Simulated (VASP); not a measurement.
```yaml
crystal:
  lattice:
    - [6.02925, 0.00000, 0.00000]
    - [0.00000, 6.02925, 0.00000]
    - [0.00000, 0.00000, 6.02925]
  atoms:
    - { symbol: Cs, position: [0.00000, 0.00000, 0.00000] }
    - { symbol: Pb, position: [0.50000, 0.50000, 0.50000] }
    - { symbol: Br, position: [0.50000, 0.00000, 0.50000] }
    - { symbol: Br, position: [0.00000, 0.50000, 0.50000] }
    - { symbol: Br, position: [0.50000, 0.50000, 0.00000] }
```

Calculation: vdW-DF2, VASP's PBE PAW potentials (set 64) (plane waves; VASP). Settings: 520 eV cut-off, 4×4×4 Γ-centred mesh, Gaussian smearing of 0.050 eV, potentials Cs_sv Pb_d Br.

Unless said otherwise, spin-orbit coupling is left out, though it shifts the bands of the heavy elements here.

Task: What does the run give for the energy per atom (σ→0), band gap (on the k-mesh) with the smallest direct gap where there is one?

Result: 
```yaml
band gap (on the k-mesh): 1.87 eV
smallest direct gap (on the k-mesh): 1.87 eV
energy per atom (σ→0): -1.015 eV/atom
```

Only differences to runs with the same potentials and settings are physical.

The compound is CsPbBr3 in the cubic perovskite structure, the ideal cubic form; the compound distorts at low or room temperature. This cell is one point of a volume scan, at 0.97 of the reference volume.
